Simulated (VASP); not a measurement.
Given:

```yaml
crystal:
  lattice:
    - [-1.75217, 1.84828, 6.35187]
    - [1.75217, -1.84828, 6.35187]
    - [1.75217, 1.84828, -6.35187]
  atoms:
    - { symbol: Li, position: [0.00000, 0.00000, 0.00000] }
    - { symbol: La, position: [0.36370, 0.36370, 0.00000] }
    - { symbol: La, position: [0.63630, 0.63630, 0.00000] }
    - { symbol: H, position: [0.00000, 0.50000, 0.50000] }
    - { symbol: O, position: [0.50000, 0.00000, 0.50000] }
    - { symbol: O, position: [0.82437, 0.82437, 0.00000] }
    - { symbol: O, position: [0.17563, 0.17563, 0.00000] }
```

Level of theory: LDA (Ceperley-Alder, Perdew-Zunger), VASP's LDA PAW potentials (set 64) (plane waves; VASP). Run with 520 eV cut-off, 8×8×8 Γ-centred mesh, Gaussian smearing of 0.050 eV, potentials Li_sv La H O.

**Question.** What does the run give for the energy per atom (σ→0)?

**Answer.** 
```json
{
 "energy per atom (σ→0)": "-7.530 eV/atom"
}
```

Only differences to runs with the same potentials and settings are physical.

The structure comes from a computed database's LiLa2HO3 entry (Immm); how it stands against other phases isn't given here. It was relaxed first, which changed the volume by -6 %. The start is the result of an earlier pass.
